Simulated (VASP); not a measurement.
## How precision settings and plane-wave cutoff change a VASP run on CoO

Aim: find what the precision settings and plane-wave cutoff change for CoO, and what they cost. The series runs use LDA. The precision settings tried: PREC = Low; PREC = Medium; PREC = Normal; PREC = Single; PREC = Accurate; LREAL = Auto; ADDGRID = .TRUE.; LASPH = .FALSE.. The plane-wave cutoff tried: ENCUT = 240; ENCUT = 300; ENCUT = 360; ENCUT = 400; ENCUT = 460; ENCUT = 520; ENCUT = 640; ENCUT = 800. The start is a cell from a database of measured crystal structures.

Calculated with VASP 6.6.1; LDA, spin-polarised from a ferromagnetic start (one magnetic atom a cell); plane waves and PAW (Co, O).

## Step 1: The starting structure

Symmetry: Fm-3m, No. 225, cubic system. Conventional cell: a = 4.263 Å, b = 4.263 Å, c = 4.263 Å, α = 90.00°, β = 90.00°, γ = 90.00°. Co has 6 O at 2.13 Å nearest. O has 6 Co at 2.13 Å nearest. Farther neighbours and most contacts between anions are not listed.

## Step 2: Precision settings: PREC = Low

PREC sets the FFT grids, and LREAL, ADDGRID and LASPH trade speed for accuracy. LDA, the lowest rung, knows the local density alone.

Contents of INCAR:

```
SYSTEM = CoO
PREC = Low
ENCUT = 520
EDIFF = 1E-06
NELM = 100
ISMEAR = -1
SIGMA = 0.05
LREAL = .FALSE.
ALGO = Normal
GGA = CA
NBANDS = 16
ISPIN = 2
MAGMOM = 2 0
LASPH = .TRUE.
LMAXMIX = 4
LORBIT = 11
LWAVE = .FALSE.
LCHARG = .FALSE.
KPAR = 2
ISIF = 2
```

Contents of POSCAR:

```
CoO
1.0
    0.0000000000      2.1315000000      2.1315000000
    2.1315000000      0.0000000000      2.1315000000
    2.1315000000      2.1315000000      0.0000000000
Co O
1 1
Direct
    0.0000000000      0.0000000000      0.0000000000
    0.5000000000      0.5000000000      0.5000000000
```

Contents of KPOINTS:

```
Automatic mesh
0
Gamma
9 9 9
0 0 0
```

PAW data sets: Co and O (PBE family, release 64).

Run with:

```
> mpirun -np 2 vasp_std
```

What it wrote:

```text
[banner, memory and clock lines left out]
running    2 mpi-ranks, on    1 nodes
 distrk:  each k-point on    1 cores,    2 groups
 distr:  one band on    1 cores,    1 groups

 POSCAR found type information on POSCAR CoO
 POSCAR found :  2 types and       2 ions
|                                                                             |
|               ----> ADVICE to this user running VASP <----                  |
|                                                                             |
|     You enforced a specific xc type in the INCAR file but a different       |
|     [... a line on the potential file left out ...]
|     I HOPE YOU KNOW WHAT YOU ARE DOING!                                     |
|                                                                             |

 LDA part: xc-table for (Slater(with rela. corr.)+CA(PZ))
 , standard interpolation
 POSCAR, INCAR and KPOINTS ok, starting setup
 FFT: planning ... GRIDC
 FFT: planning ... GRID_SOFT
 FFT: planning ... GRID
 WAVECAR not read
 entering main loop
       N       E                     dE             d eps       ncg     rms          rms(c)
DAV:   1     0.688690263265E+02    0.68869E+02   -0.66884E+03  2280   0.107E+03
DAV:   2    -0.131883007542E+02   -0.82057E+02   -0.71040E+02  2432   0.229E+02
DAV:   3    -0.171028970867E+02   -0.39146E+01   -0.38348E+01  2848   0.540E+01
DAV:   4    -0.171437586575E+02   -0.40862E-01   -0.40849E-01  2768   0.534E+00
DAV:   5    -0.171448096264E+02   -0.10510E-02   -0.10510E-02  2888   0.844E-01    0.155E+01
DAV:   6    -0.164043636724E+02    0.74045E+00   -0.18848E+01  2632   0.684E+01    0.201E+01
DAV:   7    -0.148458777492E+02    0.15585E+01   -0.94979E+00  2656   0.556E+01    0.745E+00
DAV:   8    -0.147382773863E+02    0.10760E+00   -0.45661E-01  3168   0.103E+01    0.377E+00
DAV:   9    -0.147305142571E+02    0.77631E-02   -0.24138E-01  3296   0.844E+00    0.255E+00
DAV:  10    -0.147225714271E+02    0.79428E-02   -0.49436E-02  3280   0.408E+00    0.106E+00
DAV:  11    -0.147177541172E+02    0.48173E-02   -0.39167E-02  3160   0.336E+00    0.302E-01
DAV:  12    -0.147176455297E+02    0.10859E-03   -0.30834E-03  2752   0.600E-01    0.110E-01
DAV:  13    -0.147175850037E+02    0.60526E-04   -0.23029E-04  3056   0.142E-01    0.743E-02
DAV:  14    -0.147175639107E+02    0.21093E-04   -0.41973E-05  3424   0.894E-02    0.182E-02
DAV:  15    -0.147175642047E+02   -0.29391E-06   -0.31868E-06  2720   0.232E-02
   1 F= -.14717564E+02 E0= -.14701033E+02  d E =-.330634E-01  mag=     2.7476
```

Run time: 5.8 s. Hardware: 2 MPI ranks of Intel Xeon Platinum 8559C (Emerald Rapids), shared host; peak memory 0.21 GiB.

The logs omit lines about the potential files and the build; timing stands in the text.

OUTCAR, selected parts (step 2):

```text
ion  position               nearest neighbor table
   1  0.000  0.000  0.000-   2 2.13   2 2.13   2 2.13   2 2.13   2 2.13   2 2.13
   2  0.500  0.500  0.500-   1 2.13   1 2.13   1 2.13   1 2.13   1 2.13   1 2.13

  LATTYP: Found a face centered cubic cell.
 ALAT       =     4.2630000000

 Subroutine GETGRP returns: Found 48 space group operations
 (whereof 48 operations were pure point group operations)

The static configuration has the point symmetry O_h .

 Found     35 irreducible k-points:

   k-points           NKPTS =     35   k-points in BZ     NKDIM =     35   number of bands    NBANDS=     16

   dimension x,y,z NGX =    18 NGY =   18 NGZ =   18
   dimension x,y,z NGXF=    18 NGYF=   18 NGZF=   18

   ENCUT  =  520.0 eV  38.22 Ry    6.18 a.u.   5.60  5.60  5.60*2*pi/ulx,y,z

   NELECT =      15.0000    total number of electrons

 k-points in reciprocal lattice and weights: Automatic mesh
   0.00000000  0.00000000  0.00000000       0.001
   0.11111111  0.00000000  0.00000000       0.011
   0.22222222  0.00000000  0.00000000       0.011
   0.33333333  0.00000000  0.00000000       0.011
   0.44444444  0.00000000  0.00000000       0.011
   0.11111111  0.11111111  0.00000000       0.008
   0.22222222  0.11111111  0.00000000       0.033
   0.33333333  0.11111111  0.00000000       0.033
   0.44444444  0.11111111  0.00000000       0.033
[...]
-0.33333333  0.44444444  0.11111111       0.033
  -0.33333333  0.44444444  0.22222222       0.033

 average (electrostatic) potential at core
       1 -80.7663       2 -68.2511

 E-fermi :   7.5419

 spin component 1
 k-point     1 :       0.0000    0.0000    0.0000
  band No.  band energies     occupation
    ...
      5       4.5920      1.00000
      6       4.5920      1.00000
      7       4.5920      1.00000
      8       4.5992      1.00000
      9       4.5992      1.00000
     10       8.4546      0.00000
     11      24.1330      0.00000
     12      25.4613      0.00000
     13      25.4613      0.00000
     14      25.4613      0.00000
    ...

 k-point     2 :       0.1111    0.0000    0.0000
  band No.  band energies     occupation
    ...
      5       4.6770      1.00000
      6       4.6771      1.00000
      7       4.9281      1.00000
      8       5.5004      1.00000
      9       5.5006      1.00000
     10       9.2514      0.00000
     11      22.0302      0.00000
     12      24.9641      0.00000
     13      24.9641      0.00000
     14      26.2645      0.00000
    ...

 k-point     3 :       0.2222    0.0000    0.0000
  band No.  band energies     occupation
    ...
      5       4.8962      1.00000
      6       4.8963      1.00000
      7       5.2093      1.00000
      8       6.4880      1.00000
      9       6.4883      1.00000
     10      10.7294      0.00000
     11      19.4367      0.00000
     12      23.3734      0.00000
     13      23.3735      0.00000
     14      26.6873      0.00000
    ...

 k-point     4 :       0.3333    0.0000    0.0000
  band No.  band energies     occupation
    ...
      5       5.1568      1.00000
      6       5.1569      1.00000
      7       5.5382      1.00000
      8       7.2751      0.99520
      9       7.2754      0.99517
     10      11.9290      0.00000
     11      17.5295      0.00000
     12      21.7689      0.00000
     13      21.7689      0.00000
     14      27.1594      0.00000
    ...

 k-point     5 :       0.4444    0.0000    0.0000
  band No.  band energies     occupation
    ...
      3       1.6012      1.00000
      4       1.6015      1.00000
      5       5.3338      1.00000
      6       5.3339      1.00000
      7       5.8096      1.00000
      8       7.7219      0.02658
      9       7.7222      0.02642
     10      12.3892      0.00000
     11      16.7096      0.00000
     12      20.8345      0.00000
    ...

 k-point     6 :       0.1111    0.1111    0.0000
  band No.  band energies     occupation
    ...
      5       4.4836      1.00000
      6       4.6415      1.00000
      7       5.1613      1.00000
      8       5.1614      1.00000
      9       5.5880      1.00000
     10       9.5794      0.00000
     11      22.2238      0.00000
     12      24.2977      0.00000
     13      24.2977      0.00000
     14      25.1534      0.00000
    ...

  Total       -2.4896206     -2.4896206     -2.4896206      0.0000000      0.0000000      0.0000000
  in kB     -205.9480759   -205.9480759   -205.9480759      0.0000000      0.0000000      0.0000000
  external PRESSURE =    -205.9480759 kB  Pullay stress =       0.0000000 kB

  energy-cutoff  :      520.00
  volume of cell :       19.37
      direct lattice vectors                 reciprocal lattice vectors
     0.000000000  2.131500000  2.131500000    -0.234576589  0.234576589  0.234576589
     2.131500000  0.000000000  2.131500000     0.234576589 -0.234576589  0.234576589
     2.131500000  2.131500000  0.000000000     0.234576589  0.234576589 -0.234576589

 POSITION                                       TOTAL-FORCE (eV/Angst)
 -----------------------------------------------------------------------------------
      0.00000      0.00000      0.00000        -0.000000     -0.000000     -0.000000
      2.13150      2.13150      2.13150         0.000000      0.000000      0.000000
 -----------------------------------------------------------------------------------
    total drift:                                0.000000      0.000000      0.000000

  FREE ENERGIE OF THE ION-ELECTRON SYSTEM (eV)
  ---------------------------------------------------
  free  energy   TOTEN  =       -14.7175642047 eV

  energy  without entropy=      -14.6845008226  energy(sigma->0) =      -14.70103251

 total charge
# of ion       s       p       d       tot
------------------------------------------
    1        0.293   0.355   7.183   7.832
    2        1.544   3.376   0.000   4.920
--------------------------------------------------
tot          1.838   3.731   7.183  12.752

 magnetization (x)
# of ion       s       p       d       tot
------------------------------------------
    1        0.019   0.017   2.365   2.401
    2        0.028   0.258   0.000   0.286
--------------------------------------------------
tot          0.047   0.275   2.365   2.687

[... 6 further parts left out ...]
```

The cell holds one magnetic atom, so no antiferromagnetic order fits into it. Experiment finds antiferromagnetic order in this phase (below 291 K, arxiv:2004.06613), so this ferromagnetic run describes another state. The k-mesh is coarse for a metal. The PAW data sets were made with PBE, though LDA sets exist; this is a small mismatch. Oxides and halides of Co are often magnetic insulators, and a metal at this level, without U or exact exchange, may be an artefact.

Numbers from this step:

* SCF cycles: 15
* electrons: 15
* bands: 16
* irreducible k-points: 35
* symmetry operations: 48
* free energy (TOTEN): -14.72 eV
* energy at zero smearing: -14.70 eV
* Fermi energy: 7.542 eV
* pressure: -20.59 GPa
* moment of the cell, from the last line of the log: 2.748 μB
* metallic: yes

Spin moment in the PAW sphere by atom:

```csv
atom,spin moment in the PAW sphere (μB)
Co1,2.40
O2,0.29
```

The series starts at -7.3505 eV an atom and -20.59 GPa, after 15 cycles in 5.8 s.

## Step 3: Precision settings: PREC = Medium

INCAR: that of step 2 with these lines changed.

```diff
@@ -1,3 +1,3 @@
 SYSTEM = CoO
-PREC = Low
+PREC = Medium
 ENCUT = 520
```

POSCAR is that of step 2.

KPOINTS is that of step 2.

Run with:

```
> mpirun -np 2 vasp_std
```

What it wrote:

```text
[banner, memory and clock lines left out]
running    2 mpi-ranks, on    1 nodes
[...]
[... a notice as in an earlier step ...]

 LDA part: xc-table for (Slater(with rela. corr.)+CA(PZ))
 , standard interpolation
 POSCAR, INCAR and KPOINTS ok, starting setup
[...]
entering main loop
       N       E                     dE             d eps       ncg     rms          rms(c)
DAV:   1     0.688706851215E+02    0.68871E+02   -0.66884E+03  2280   0.107E+03
DAV:   2    -0.131860596690E+02   -0.82057E+02   -0.71040E+02  2432   0.229E+02
DAV:   3    -0.171006320245E+02   -0.39146E+01   -0.38348E+01  2848   0.540E+01
DAV:   4    -0.171414944522E+02   -0.40862E-01   -0.40850E-01  2776   0.534E+00
[...]
DAV:  13    -0.147158237374E+02    0.60754E-04   -0.23148E-04  3048   0.142E-01    0.741E-02
DAV:  14    -0.147158027544E+02    0.20983E-04   -0.41623E-05  3432   0.893E-02    0.181E-02
DAV:  15    -0.147158030512E+02   -0.29683E-06   -0.31340E-06  2696   0.230E-02
   1 F= -.14715803E+02 E0= -.14699272E+02  d E =-.330615E-01  mag=     2.7476
```

The job ended after 6 s (2 MPI ranks; peak memory 0.21 GiB; 10 s of CPU time).

From OUTCAR (step 3):

```text
  Total       -2.4997358     -2.4997358     -2.4997358      0.0000000      0.0000000     -0.0000000
  in kB     -206.7848374   -206.7848374   -206.7848374      0.0000000      0.0000000     -0.0000000
  external PRESSURE =    -206.7848374 kB  Pullay stress =       0.0000000 kB

 POSITION                                       TOTAL-FORCE (eV/Angst)
 -----------------------------------------------------------------------------------
      0.00000      0.00000      0.00000         0.000000     -0.000000     -0.000000
      2.13150      2.13150      2.13150        -0.000000      0.000000      0.000000
 -----------------------------------------------------------------------------------
    total drift:                                0.000000      0.000000      0.000000

  FREE ENERGIE OF THE ION-ELECTRON SYSTEM (eV)
  ---------------------------------------------------
  free  energy   TOTEN  =       -14.7158030512 eV

  energy  without entropy=      -14.6827415899  energy(sigma->0) =      -14.69927232

[... 3 parts as in an earlier step ...]

[... 1 further part left out ...]
[key lines of the parts left out:]
E-fermi :   7.5420
```

Against the first of the series the energy moves by +0.88 meV an atom and the pressure by -0.08 GPa, after 15 cycles in 6 s.

## Step 4: Precision settings: PREC = Normal

INCAR: that of step 3 with these lines changed.

```diff
@@ -1,3 +1,3 @@
 SYSTEM = CoO
-PREC = Medium
+PREC = Normal
 ENCUT = 520
```

POSCAR is that of step 3.

KPOINTS is that of step 3.

Run with:

```
> mpirun -np 2 vasp_std
```

What it wrote:

```text
[... set-up lines as in an earlier step ...]
 entering main loop
       N       E                     dE             d eps       ncg     rms          rms(c)
DAV:   1     0.688709576836E+02    0.68871E+02   -0.66884E+03  2280   0.107E+03
DAV:   2    -0.131856804176E+02   -0.82057E+02   -0.71040E+02  2432   0.229E+02
DAV:   3    -0.171002505587E+02   -0.39146E+01   -0.38348E+01  2848   0.540E+01
DAV:   4    -0.171411129995E+02   -0.40862E-01   -0.40850E-01  2776   0.534E+00
[...]
DAV:  13    -0.147155039836E+02    0.60720E-04   -0.23211E-04  3064   0.143E-01    0.741E-02
DAV:  14    -0.147154830569E+02    0.20927E-04   -0.41447E-05  3432   0.892E-02    0.181E-02
DAV:  15    -0.147154833541E+02   -0.29722E-06   -0.31295E-06  2688   0.229E-02
   1 F= -.14715483E+02 E0= -.14698953E+02  d E =-.330608E-01  mag=     2.7476
```

Elapsed: 5.6 s, on 2 MPI ranks; peak memory 0.23 GiB.

OUTCAR, selected parts (step 4):

```text
  Total       -2.4979102     -2.4979102     -2.4979102      0.0000000     -0.0000000     -0.0000000
  in kB     -206.6338201   -206.6338201   -206.6338201      0.0000000     -0.0000000     -0.0000000
  external PRESSURE =    -206.6338201 kB  Pullay stress =       0.0000000 kB

 POSITION                                       TOTAL-FORCE (eV/Angst)
 -----------------------------------------------------------------------------------
      0.00000      0.00000      0.00000         0.000000      0.000000     -0.000000
      2.13150      2.13150      2.13150         0.000000     -0.000000      0.000000
 -----------------------------------------------------------------------------------
    total drift:                               -0.000000      0.000000     -0.000000

  FREE ENERGIE OF THE ION-ELECTRON SYSTEM (eV)
  ---------------------------------------------------
  free  energy   TOTEN  =       -14.7154833541 eV

  energy  without entropy=      -14.6824226015  energy(sigma->0) =      -14.69895298

[... 3 parts as in an earlier step ...]

[... 1 further part left out ...]
[key lines of the parts left out:]
E-fermi :   7.5420
```

Against the first of the series the energy moves by +1.04 meV an atom and the pressure by -0.07 GPa, after 15 cycles in 5.6 s.

## Step 5: Precision settings: PREC = Single

INCAR: that of step 4 with these lines changed.

```diff
@@ -1,3 +1,3 @@
 SYSTEM = CoO
-PREC = Normal
+PREC = Single
 ENCUT = 520
```

POSCAR is that of step 4.

KPOINTS is that of step 4.

Run with:

```
> mpirun -np 2 vasp_std
```

What it wrote:

```text
[... set-up lines as in an earlier step ...]
 entering main loop
       N       E                     dE             d eps       ncg     rms          rms(c)
DAV:   1     0.688707595663E+02    0.68871E+02   -0.66885E+03  2280   0.107E+03
DAV:   2    -0.131861216861E+02   -0.82057E+02   -0.71040E+02  2432   0.229E+02
DAV:   3    -0.171006905746E+02   -0.39146E+01   -0.38348E+01  2848   0.540E+01
DAV:   4    -0.171415516471E+02   -0.40861E-01   -0.40849E-01  2776   0.534E+00
[...]
DAV:  13    -0.147158550871E+02    0.60763E-04   -0.23153E-04  3048   0.142E-01    0.741E-02
DAV:  14    -0.147158341091E+02    0.20978E-04   -0.41611E-05  3432   0.892E-02    0.181E-02
DAV:  15    -0.147158344046E+02   -0.29549E-06   -0.31327E-06  2696   0.230E-02
   1 F= -.14715834E+02 E0= -.14699304E+02  d E =-.330615E-01  mag=     2.7476
```

The job ended after 6.2 s (2 MPI ranks; peak memory 0.22 GiB; 11 s of CPU time).

OUTCAR, selected parts (step 5):

```text
  Total       -2.4994933     -2.4994933     -2.4994933      0.0000000      0.0000000      0.0000000
  in kB     -206.7647716   -206.7647716   -206.7647716      0.0000000      0.0000000      0.0000000
  external PRESSURE =    -206.7647716 kB  Pullay stress =       0.0000000 kB

 POSITION                                       TOTAL-FORCE (eV/Angst)
 -----------------------------------------------------------------------------------
      0.00000      0.00000      0.00000         0.000000      0.000000      0.000000
      2.13150      2.13150      2.13150        -0.000000     -0.000000      0.000000
 -----------------------------------------------------------------------------------
    total drift:                                0.000000      0.000000      0.000000

  FREE ENERGIE OF THE ION-ELECTRON SYSTEM (eV)
  ---------------------------------------------------
  free  energy   TOTEN  =       -14.7158344046 eV

  energy  without entropy=      -14.6827728728  energy(sigma->0) =      -14.69930364

[... 3 parts as in an earlier step ...]

[... 1 further part left out ...]
[key lines of the parts left out:]
E-fermi :   7.5420
```

Against the first of the series the energy moves by +0.86 meV an atom and the pressure by -0.08 GPa, after 15 cycles in 6.2 s.

(Part 1 of 3 ends here.)

[Lines on the potential files, build, host, timing and source positions are cut from VASP's logs without a mark.]

[Logs are printed without paths, hosts, clocks, repeated set-up lines and the standing remarks that a program may print on its own settings, such as how far it seeks lower states.]

[Hosts, paths, dates, database ids (printed as entryN), source tags and the programs' standing remarks are cut or masked in the printed files.]

[A measured line is paired with the nearest computed mode of its activity, which favours agreement.]
